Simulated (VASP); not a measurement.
## Mg3ZnTe4 (ordered alloy cell): computed properties

Method: PBEsol GGA, VASP's PBE PAW potentials (set 64) (plane waves; VASP).

```
Item                                                                                                                    Value
---------------------------------------------  ------------------------------------------------------------------------------
space group                                                                                                         R3m (160)
cell                                           a = 4.4751 Å, b = 4.4751 Å, c = 44.2017 Å, α = 90.00°, β = 90.00°, γ = 120.00°
volume per atom                                                                                                 31.94 Å³/atom
band gap (over mesh and band path)                                                                                    1.52 eV
smallest direct gap (over mesh and band path)                                                                         1.52 eV
band-edge character                                                                                            direct, Γ to Γ
density                                                                                                            4.22 g/cm³
```

```xyz
8
Lattice="0.0000 3.1644 3.1644 3.1644 0.0000 3.1644 12.7258 12.7258 -0.0682" Properties=species:S:1:pos:R:3 pbc="T T T"
Zn     3.1652     3.1652     6.3280
Te     1.5133     1.5133     1.6511
Te     4.7504     4.7504     1.5784
Te     7.9815     7.9815     1.5117
Te    11.2058    11.2058     1.4517
Mg     3.1254     3.1254     0.0390
Mg     6.3575     6.3575    -0.0287
Mg    12.7529    12.7529     6.2335
```

Unless said otherwise, spin-orbit coupling is left out, though it shifts the bands of the heavy elements here.

The structure was generated: Mg3ZnTe4 was put into an ordered model structure (R3m), which need not be its known phase. It was relaxed first. Symmetry was kept, so distortions that lower it aren't found.
